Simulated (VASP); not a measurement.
Set up this calculation in VASP 6.6.1, as the native input.

- Task: single point
- Functional: LDA
- Potentials or basis: VASP PAW LDA potentials, release 64 (Si, O, H)
- Cutoff: 400 eV
- k mesh: 1 × 1 × 1
- Occupations: gaussian, width 0.02 eV
- Spin: no spin polarisation
- Further INCAR settings: ALGO = Normal; EDIFF = 1e-07; NBANDS = 44

The structure of Si5O4H12 lies in POSCAR:

```
Si5H12O4
1.0
   15.0000000000      0.0000000000      0.0000000000
    0.0000000000     15.0000000000      0.0000000000
    0.0000000000      0.0000000000     15.0000000000
Si O H
5 4 12
Direct
    0.5000127000      0.5000243800      0.4999876500
    0.4971931300      0.6803151200      0.3975103700
    0.6863027000      0.4194989800      0.4572748000
    0.4709207600      0.5256718800      0.7037436200
    0.3455685300      0.3745510900      0.4415027800
    0.4832811400      0.5737719900      0.4220965300
    0.6052047800      0.4743688900      0.5078752000
    0.4673215900      0.5416906400      0.5947454900
    0.4442589300      0.4102279100      0.4751966500
    0.4818034100      0.6907108800      0.2999293100
    0.4320072500      0.7359185900      0.4481106200
    0.5897388400      0.7092910900      0.4202290800
    0.7719634700      0.4471918300      0.4992501700
    0.6878599600      0.4416355700      0.3601744700
    0.6734971800      0.3214397400      0.4683373200
    0.4493659700      0.4309095300      0.7255629800
    0.5614982900      0.5476024600      0.7386168500
    0.4034492000      0.5857337500      0.7450508500
    0.3328234700      0.3950693500      0.3449690700
    0.2731077000      0.4181034300      0.4941630400
    0.3428210200      0.2762729100      0.4556731600
```

One way to write it, as run:

INCAR

```
ALGO     = Normal         # electronic algorithm
EDIFF    = 1E-7           # SCF threshold, eV
ENCUT    = 400            # plane-wave cutoff, eV
ISIF     = 2              # what is computed and relaxed
ISMEAR   = 0              # smearing method
LASPH    = T              # aspherical terms in the spheres
LCHARG   = F              # write CHGCAR
LREAL    = F              # projectors in reciprocal space
LWAVE    = F              # write WAVECAR
NBANDS   = 44             # bands
NELM     = 80             # most SCF steps
PREC     = Accurate       # precision mode
SIGMA    = 0.02           # smearing width, eV
```

KPOINTS

```
k-points
0
Gamma
  1 1 1
```

Potentials or basis: VASP PAW LDA potentials, release 64 (Si, O, H).

The run is started by

```sh
$ cat potpaw_LDA.64/Si/POTCAR potpaw_LDA.64/O/POTCAR potpaw_LDA.64/H/POTCAR > POTCAR
$ mpirun -np 1 vasp_std > vasp.out
```

It gave:

The largest force is 0.452 eV/Å and the gap between the frontier levels is 5.76 eV.

Run time: 5.1 min on 1 thread of AMD EPYC 9R14 (Zen 4), with other jobs on the host, peak memory 1.1 GiB.
